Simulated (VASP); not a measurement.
Given:

```xyz
2
Lattice="0.0000 2.7411 2.7411 2.7411 0.0000 2.7411 2.7411 2.7411 0.0000" Properties=species:S:1:pos:R:3 pbc="T T T"
Ag     0.0000     0.0000     0.0000
Cl     2.7411     2.7411     2.7411
```

Calculation: AM05 GGA, VASP's PBE PAW potentials (set 64) (plane waves; VASP). Run with 520 eV cut-off, Gaussian smearing of 0.050 eV, potentials Ag Cl.

Question: Give the energies of bands 2 to 11 at the high-symmetry points, in eV from the valence-band maximum.

Answer: 
| band | Γ | X | U | L | W |
|---|---|---|---|---|---|
| 2 | -2.62 | -4.62 | -4.50 | -5.58 | -4.47 |
| 3 | -2.62 | -3.26 | -4.46 | -4.42 | -4.26 |
| 4 | -2.62 | -3.26 | -4.03 | -4.42 | -4.26 |
| 5 | -2.58 | -2.98 | -2.47 | -2.21 | -2.13 |
| 6 | -2.58 | -2.37 | -2.15 | -2.21 | -2.13 |
| 7 | -2.47 | -2.08 | -1.96 | -1.88 | -2.08 |
| 8 | -2.47 | -2.08 | -1.76 | 0.00 | -2.07 |
| 9 | -2.47 | -1.97 | -1.13 | 0.00 | -1.29 |
| 10 | 0.83 | 2.23 | 3.52 | 4.07 | 4.18 |
| 11 | 10.80 | 7.92 | 7.20 | 6.67 | 7.84 |

The gap is indirect, 0.83 eV, from the valence maximum at L to the conduction minimum at Γ.

The compound is AgCl in the rock salt structure. It was relaxed first.
